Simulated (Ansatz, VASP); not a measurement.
**CdNi3P: VASP beside Ansatz**

One calculation is typed for both programs; each brings its own data sets. How far apart do they land? The two relaxations start from unlike cells of this crystal (the structure described is Ansatz's start), so only their ends are compared.

Main program and level: Ansatz 0.2.0; plane waves, with VASP 6.6.1 beside it; relaxation of cell and atoms at revPBE.

The structure was built from a prototype and need not be the compound's stable phase.

### Step 1. Starting point

It takes space group Pm-3m (No. 221, cubic). Conventional cell: a = 4.061 Å, b = 4.061 Å, c = 4.061 Å, α = 90.00°, β = 90.00°, γ = 90.00°. Nearest to Cd lie 12 Ni at 2.87 Å. Ni has 2 P at 2.03 Å and 8 Ni at 2.87 Å and 4 Cd at 2.87 Å nearest. Nearest to P lie 6 Ni at 2.03 Å. As first built, before any earlier steps moved the atoms (in the runner's words): all N replaced by P in the Pm-3m structure of CdNi3N. Farther neighbours are not listed.

Structure file:

```cif
data_structure
_symmetry_space_group_name_H-M 'Pm-3m'
_symmetry_Int_Tables_number 221
_cell_length_a 4.0607
_cell_length_b 4.0607
_cell_length_c 4.0607
_cell_angle_alpha 90.000
_cell_angle_beta 90.000
_cell_angle_gamma 90.000
_cell_volume 66.96
loop_
_atom_site_label
_atom_site_type_symbol
_atom_site_symmetry_multiplicity
_atom_site_Wyckoff_symbol
_atom_site_fract_x
_atom_site_fract_y
_atom_site_fract_z
_atom_site_occupancy
Cd1 Cd 1 a 0.00000 0.00000 0.00000 1
Ni1 Ni 3 c 0.50000 0.50000 0.00000 1
P1 P 1 b 0.50000 0.50000 0.50000 1
```

### Step 2. VASP: relaxation of cell and atoms, revPBE

The relaxed volume is the usual yardstick between codes: in a stiff, nearly cubic crystal its relative difference is about their pressure difference at one cell divided by the bulk modulus.

Lines of VASP's logs that name or quote its potential files are left out, and so is its time.

INCAR reads:

```
SYSTEM = CdNi3P
PREC = Accurate
ENCUT = 600
EDIFF = 1E-07
NELM = 200
ISMEAR = -1
SIGMA = 0.05
LREAL = .FALSE.
ALGO = Normal
GGA = RE
NBANDS = 32
ISPIN = 2
MAGMOM = 0 -0 -0 -0 0
LASPH = .TRUE.
LMAXMIX = 4
LORBIT = 11
LWAVE = .FALSE.
LCHARG = .FALSE.
ISIF = 3
IBRION = 2
NSW = 80
EDIFFG = -0.005
GGA_COMPAT = .FALSE.
NELMIN = 4
KPAR = 2
```

POSCAR reads:

```
CdNi3P
1.0
    4.2285279839      0.0000000000      0.0000000000
    0.0000000000      4.2285279839      0.0000000000
    0.0000000000      0.0000000000      4.2285279839
Cd Ni P
1 3 1
Direct
    0.0000000000      0.0000000000      0.0000000000
    0.5000000000      0.5000000000      0.0000000000
    0.5000000000      0.0000000000      0.5000000000
    0.0000000000      0.5000000000      0.5000000000
    0.5000000000      0.5000000000      0.5000000000
```

KPOINTS reads:

```
Automatic mesh
0
Gamma
6 6 6
0 0 0
```

The projector-augmented-wave data sets are Cd, Ni and P (PBE family, release 64).

The run is started by

```bash
$ mpirun -np 2 vasp_std
```

Numbers of over 12 decimals in the logs are rounded to 6 here.

What it wrote:

```text
[banner, memory and clock lines left out]
running    2 mpi-ranks, on    1 nodes
 distrk:  each k-point on    1 cores,    2 groups
 distr:  one band on    1 cores,    1 groups

 POSCAR found type information on POSCAR CdNiP
 POSCAR found :  3 types and       5 ions
|                                                                             |
|               ----> ADVICE to this user running VASP <----                  |
|                                                                             |
|     You enforced a specific xc type in the INCAR file but a different       |
|     [... a line on the potential file left out ...]
|     I HOPE YOU KNOW WHAT YOU ARE DOING!                                     |
|                                                                             |

 LDA part: xc-table for (Slater+PW92), standard interpolation
 POSCAR, INCAR and KPOINTS ok, starting setup
 FFT: planning ... GRIDC
 FFT: planning ... GRID_SOFT
 FFT: planning ... GRID
 WAVECAR not read
 entering main loop
       N       E                     dE             d eps       ncg     rms          rms(c)
DAV:   1     0.383673814107E+03    0.38367E+03   -0.23771E+04  2568   0.197E+03
DAV:   2     0.381161668583E+01   -0.37986E+03   -0.35573E+03  2568   0.402E+02
DAV:   3    -0.234945610668E+02   -0.27306E+02   -0.26359E+02  3032   0.133E+02
DAV:   4    -0.241368796966E+02   -0.64232E+00   -0.64122E+00  2896   0.179E+01
DAV:   5    -0.241576632457E+02   -0.20784E-01   -0.20782E-01  3288   0.318E+00    0.166E+01
DAV:   6    -0.241076965347E+02    0.49967E-01   -0.28041E+01  3184   0.737E+01    0.157E+01
DAV:   7    -0.213387496026E+02    0.27689E+01   -0.10804E+01  2896   0.528E+01    0.630E+00
DAV:   8    -0.213085707690E+02    0.30179E-01   -0.47612E-01  2664   0.518E+00    0.250E+00
DAV:   9    -0.212868786422E+02    0.21692E-01   -0.76750E-02  3504   0.368E+00    0.338E-01
DAV:  10    -0.212864950883E+02    0.38355E-03   -0.77341E-03  3184   0.898E-01    0.226E-01
DAV:  11    -0.212864656828E+02    0.29406E-04   -0.14820E-03  3048   0.256E-01    0.155E-01
DAV:  12    -0.212864328510E+02    0.32832E-04   -0.13142E-04  3112   0.123E-01    0.813E-02
DAV:  13    -0.212864291670E+02    0.36840E-05   -0.24438E-05  3792   0.464E-02    0.201E-02
DAV:  14    -0.212864304124E+02   -0.12454E-05   -0.51034E-06  3896   0.252E-02    0.646E-03
DAV:  15    -0.212864299974E+02    0.41498E-06   -0.36940E-07  2776   0.707E-03    0.171E-03
DAV:  16    -0.212864298110E+02    0.18647E-06   -0.24642E-08  1560   0.190E-03    0.660E-04
DAV:  17    -0.212864297721E+02    0.38897E-07   -0.12525E-08  1432   0.823E-04
   1 F= -.21286430E+02 E0= -.21278766E+02  d E =-.212864E+02  mag=    -0.0000
 curvature:   0.00 expect dE= 0.000E+00 dE for cont linesearch  0.000E+00
 trial: gam= 0.00000 g(F)=  0.000E+00 g(S)=  0.433E-04 ort = 0.000E+00 (trialstep = 0.100E+01)
 search vector abs. value=  0.433E-04
 bond charge predicted
       N       E                     dE             d eps       ncg     rms          rms(c)
DAV:   1    -0.212874775885E+02   -0.10478E-02   -0.12207E-02  2720   0.136E+00    0.276E-01
DAV:   2    -0.212876805966E+02   -0.20301E-03   -0.11508E-02  2776   0.153E+00    0.274E-01
DAV:   3    -0.212864723521E+02    0.12082E-02   -0.40914E-03  2800   0.966E-01    0.612E-02
DAV:   4    -0.212864511490E+02    0.21203E-04   -0.10639E-04  2704   0.807E-02    0.384E-02
DAV:   5    -0.212864435423E+02    0.76067E-05   -0.12016E-05  3216   0.494E-02    0.830E-03
DAV:   6    -0.212864433767E+02    0.16556E-06   -0.21823E-06  2744   0.140E-02    0.275E-03
DAV:   7    -0.212864432839E+02    0.92814E-07   -0.97734E-08  1792   0.286E-03
   2 F= -.21286443E+02 E0= -.21278799E+02  d E =-.135119E-04  mag=    -0.0000
 trial-energy change:   -0.000014  1 .order   -0.000007   -0.000043    0.000029
 step:   0.7085(harm=  0.6030)  dis= 0.00000  next Energy=   -21.286447 (dE=-0.175E-04)
 bond charge predicted
       N       E                     dE             d eps       ncg     rms          rms(c)
DAV:   1    -0.212865360802E+02   -0.92703E-04   -0.10339E-03  2720   0.396E-01    0.805E-02
DAV:   2    -0.212865516112E+02   -0.15531E-04   -0.97871E-04  2792   0.446E-01    0.798E-02
DAV:   3    -0.212864505192E+02    0.10109E-03   -0.34670E-04  2800   0.281E-01    0.181E-02
DAV:   4    -0.212864480659E+02    0.24534E-05   -0.89051E-06  2712   0.236E-02    0.113E-02
DAV:   5    -0.212864466078E+02    0.14581E-05   -0.10127E-06  3072   0.143E-02    0.240E-03
DAV:   6    -0.212864463559E+02    0.25190E-06   -0.17687E-07  1976   0.411E-03    0.785E-04
DAV:   7    -0.212864463977E+02   -0.41764E-07   -0.19631E-08  1400   0.142E-03
   3 F= -.21286446E+02 E0= -.21278796E+02  d E =-.166256E-04  mag=     0.0000
 curvature:  -0.28 expect dE=-0.731E-08 dE for cont linesearch -0.731E-08
 trial: gam= 0.00000 g(F)=  0.835E-65 g(S)=  0.261E-07 ort =-0.106E-05 (trialstep = 0.942E+00)
 search vector abs. value=  0.262E-07
 reached required accuracy - stopping structural energy minimisation
```

OUTCAR, selected parts (step 2):

```text
ion  position               nearest neighbor table
   1  0.000  0.000  0.000-   2 2.99   3 2.99   4 2.99   3 2.99   4 2.99   2 2.99   4 2.99   4 2.99
                             2 2.99   3 2.99   3 2.99   2 2.99
   2  0.500  0.500  0.000-   5 2.11   5 2.11   4 2.99   1 2.99   3 2.99   4 2.99   3 2.99   1 2.99
                             3 2.99   3 2.99   1 2.99   4 2.99   4 2.99   1 2.99
   3  0.500  0.000  0.500-   5 2.11   5 2.11   4 2.99   1 2.99   1 2.99   2 2.99   2 2.99   4 2.99
                             2 2.99   2 2.99   1 2.99   4 2.99   1 2.99   4 2.99
   4  0.000  0.500  0.500-   5 2.11   5 2.11   3 2.99   1 2.99   1 2.99   2 2.99   1 2.99   3 2.99
                             1 2.99   2 2.99   3 2.99   2 2.99   2 2.99   3 2.99
   5  0.500  0.500  0.500-   2 2.11   3 2.11   4 2.11   2 2.11   3 2.11   4 2.11

  LATTYP: Found a simple cubic cell.
 ALAT       =     4.2285279839

 Subroutine GETGRP returns: Found 48 space group operations
 (whereof 48 operations were pure point group operations)

The static configuration has the point symmetry O_h .

 Found     20 irreducible k-points:

   k-points           NKPTS =     20   k-points in BZ     NKDIM =     20   number of bands    NBANDS=     32

   dimension x,y,z NGX =    36 NGY =   36 NGZ =   36
   dimension x,y,z NGXF=    72 NGYF=   72 NGZF=   72

   ENCUT  =  600.0 eV  44.10 Ry    6.64 a.u.   8.45  8.45  8.45*2*pi/ulx,y,z

   NELECT =      47.0000    total number of electrons

 k-points in reciprocal lattice and weights: Automatic mesh
   0.00000000  0.00000000  0.00000000       0.005
   0.16666667  0.00000000  0.00000000       0.028
   0.33333333  0.00000000  0.00000000       0.028
   0.50000000  0.00000000  0.00000000       0.014
   0.16666667  0.16666667  0.00000000       0.056
   0.33333333  0.16666667  0.00000000       0.111
   0.50000000  0.16666667  0.00000000       0.056
   0.33333333  0.33333333  0.00000000       0.056
   0.50000000  0.33333333  0.00000000       0.056
[...]
0.50000000  0.50000000  0.33333333       0.028
   0.50000000  0.50000000  0.50000000       0.005

 average (electrostatic) potential at core
       1 -35.5849       2 -85.0675       3 -85.0675       4 -85.0675       5 -82.7179

 E-fermi :   6.2246

 spin component 1
 k-point     1 :       0.0000    0.0000    0.0000
  band No.  band energies     occupation
    ...
     20       5.2564      1.00000
     21       5.2985      1.00000
     22       5.2985      1.00000
     23       5.2985      1.00000
     24       5.7407      0.99994
     25       7.8651      0.00000
     26       9.4716      0.00000
     27       9.4716      0.00000
     28      10.8159      0.00000
     29      10.8159      0.00000
    ...

 k-point     2 :       0.1667    0.0000    0.0000
  band No.  band energies     occupation
    ...
     20       5.2394      1.00000
     21       5.2987      1.00000
     22       5.4398      1.00000
     23       5.4398      1.00000
     24       5.6813      0.99998
     25       8.0490      0.00000
     26       9.1974      0.00000
     27       9.5174      0.00000
     28      10.7692      0.00000
     29      10.7692      0.00000
    ...

 k-point     3 :       0.3333    0.0000    0.0000
  band No.  band energies     occupation
    ...
     20       5.2050      1.00000
     21       5.2989      1.00000
     22       5.5126      1.00000
     23       5.8045      0.99978
     24       5.8045      0.99978
     25       8.2231      0.00000
     26       8.6432      0.00000
     27       9.6431      0.00000
     28      10.3932      0.00000
     29      10.3932      0.00000
    ...

 k-point     4 :       0.5000    0.0000    0.0000
  band No.  band energies     occupation
    ...
     20       5.1875      1.00000
     21       5.2990      1.00000
     22       5.3630      1.00000
     23       6.0349      0.97796
     24       6.0349      0.97796
     25       8.2227      0.00000
     26       8.4718      0.00000
     27       9.7353      0.00000
     28      10.0819      0.00000
     29      10.0819      0.00000
    ...

 k-point     5 :       0.1667    0.1667    0.0000
  band No.  band energies     occupation
    ...
     20       5.2153      1.00000
     21       5.2848      1.00000
     22       5.5057      1.00000
     23       5.6566      0.99999
     24       5.6706      0.99998
     25       8.1513      0.00000
     26       9.0541      0.00000
     27       9.6437      0.00000
     28      10.5211      0.00000
     29      10.8343      0.00000
    ...

 k-point     6 :       0.3333    0.1667    0.0000
  band No.  band energies     occupation
    ...
     20       5.1624      1.00000
     21       5.2914      1.00000
     22       5.4567      1.00000
     23       5.7796      0.99986
     24       6.0562      0.96668
     25       7.8933      0.00000
     26       8.7659      0.00000
     27       9.9369      0.00000
     28      10.4873      0.00000
     29      10.6397      0.00000
    ...

  Total        0.0009495      0.0009495      0.0009495      0.0000000     -0.0000000     -0.0000000
  in kB        0.0201370      0.0201370      0.0201370      0.0000000     -0.0000000     -0.0000000
  external PRESSURE =       0.0201370 kB  Pullay stress =       0.0000000 kB

  energy-cutoff  :      600.00
  volume of cell :       75.55
      direct lattice vectors                 reciprocal lattice vectors
     4.227409908  0.000000000 -0.000000000     0.236551463  0.000000000 -0.000000000
    -0.000000000  4.227409908 -0.000000000    -0.000000000  0.236551463  0.000000000
     0.000000000 -0.000000000  4.227409908     0.000000000  0.000000000  0.236551463

 POSITION                                       TOTAL-FORCE (eV/Angst)
 -----------------------------------------------------------------------------------
      0.00000      0.00000      0.00000         0.000000      0.000000     -0.000000
      2.11370      2.11370     -0.00000        -0.000000      0.000000     -0.000000
      2.11370     -0.00000      2.11370         0.000000     -0.000000     -0.000000
      0.00000      2.11370      2.11370        -0.000000     -0.000000     -0.000000
      2.11370      2.11370      2.11370         0.000000      0.000000      0.000000
 -----------------------------------------------------------------------------------
    total drift:                                0.000000      0.000000      0.000000

  FREE ENERGIE OF THE ION-ELECTRON SYSTEM (eV)
  ---------------------------------------------------
  free  energy   TOTEN  =       -21.2864463977 eV

  energy  without entropy=      -21.2711457409  energy(sigma->0) =      -21.27879607

 reached required accuracy - stopping structural energy minimisation

 total charge
# of ion       s       p       d       tot
------------------------------------------
    1        0.437   0.263   9.515  10.216
    2        0.395   0.439   8.490   9.324
    3        0.395   0.439   8.490   9.324
    4        0.395   0.439   8.490   9.324
    5        1.020   1.588   0.000   2.608
--------------------------------------------------
tot          2.643   3.169  34.986  40.797

 magnetization (x)
# of ion       s       p       d       tot
------------------------------------------
    1       -0.000   0.000   0.000  -0.000
    2        0.000   0.000  -0.000   0.000
    3        0.000   0.000  -0.000   0.000
    4        0.000   0.000  -0.000   0.000
    5        0.000   0.000   0.000   0.000
--------------------------------------------------
tot          0.000   0.000  -0.000   0.000

[... 1 further part left out ...]
```

This run allows spin, but its moments start at zero, where symmetry between the spins tends to hold them, although Ni can carry a moment. Its electron count is odd, so without a moment it is a metal by construction.

(Continued in part 2 of 2.)

[Lines on the potential files, build, host, timing and source positions are cut from VASP's logs without a mark.]

[Logs are printed without paths, hosts, clocks, repeated set-up lines and the standing remarks that a program may print on its own settings, such as how far it seeks lower states.]

[Hosts, paths, dates, database ids (printed as entryN), source tags and the programs' standing remarks are cut or masked in the printed files.]
